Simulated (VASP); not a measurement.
Given:

```xyz
6
Lattice="1.5852 -2.7457 0.0000 1.5852 2.7457 0.0000 0.0000 0.0000 12.3577" Properties=species:S:1:pos:R:3 pbc="T T T"
W      1.5852     0.9152     3.0894
W      1.5852    -0.9152     9.2683
S      1.5852     0.9152    10.8457
S      1.5852    -0.9152     4.6668
S      1.5852    -0.9152     1.5120
S      1.5852     0.9152     7.6909
```

All values below come from rev-vdW-DF2, VASP's PBE PAW potentials (set 64) (plane waves; VASP 6.6.1). Settings: 520 eV cut-off, Gaussian smearing of 0.050 eV, potentials W_sv S.

Unless said otherwise, spin-orbit coupling is left out, though it shifts the bands of the heavy elements here.

Question: Predict the band gap (along the path) with the smallest direct gap where there is one.

Answer: 
```yaml
band gap (along the path): 0.96 eV
smallest direct gap (along the path): 1.80 eV
```

The compound is WS2 in the 2H layered structure. It was relaxed first.
